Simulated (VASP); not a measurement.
Input:

```yaml
crystal:
  lattice:
    - [2.31284, 0.00000, 0.00000]
    - [0.00000, 2.31284, 0.00000]
    - [0.00000, 0.00000, 2.31284]
  atoms:
    - { symbol: B, position: [0.00000, 0.00000, 0.00000] }
    - { symbol: N, position: [0.50000, 0.50000, 0.50000] }
```

Method: r2SCAN meta-GGA, VASP's PBE PAW potentials (set 64) (plane waves; VASP). Numerical set-up: 520 eV cut-off, 17×17×17 Γ-centred mesh, tetrahedra with Blöchl corrections, potentials B N.

Task: Tabulate the total density of states (states/eV per cell) against energy (eV; zero at the valence-band maximum or, without a gap, the Fermi level).

Result: 
(E (eV), DOS (states/eV)): (-9.98, 0.46); (-9.74, 0.48); (-9.50, 0.46); (-9.26, 0.49); (-9.02, 0.49); (-8.90, 0.48); (-8.66, 0.47); (-8.42, 0.49); (-8.18, 0.50); (-7.94, 0.49); (-7.70, 0.48); (-7.46, 0.48); (-7.22, 0.47); (-6.98, 0.46); (-6.74, 0.45); (-6.62, 0.47); (-6.38, 0.53); (-6.14, 0.53); (-5.90, 0.47); (-5.66, 0.43); (-5.42, 0.38); (-5.18, 0.36); (-4.94, 0.41); (-4.70, 0.43); (-4.46, 0.41); (-4.34, 0.42); (-4.10, 0.41); (-3.86, 0.41); (-3.62, 0.48); (-3.38, 0.47); (-3.14, 0.51); (-2.90, 0.55); (-2.66, 0.59); (-2.42, 0.60); (-2.18, 0.66); (-2.06, 0.65); (-1.82, 0.66); (-1.58, 0.70); (-1.34, 0.71); (-1.10, 0.68); (-0.86, 0.68); (-0.62, 0.69); (-0.38, 0.69); (-0.14, 0.72); (0.10, 0.69); (0.22, 0.74); (0.46, 0.69); (0.70, 0.47); (0.94, 0.45); (1.18, 0.52); (1.42, 0.48); (1.66, 0.32); (1.90, 0.30); (2.14, 0.32); (2.38, 0.32); (2.50, 0.33); (2.74, 0.35); (2.98, 0.37); (3.22, 0.39); (3.46, 0.40)
Within 2 eV below the Fermi level the largest weight inside VASP's projection spheres is N p, then B p.

The structure was generated: BN was put into the CsCl type (Pm-3m), which need not be its known phase. It was relaxed first, which changed the volume by +31 %.
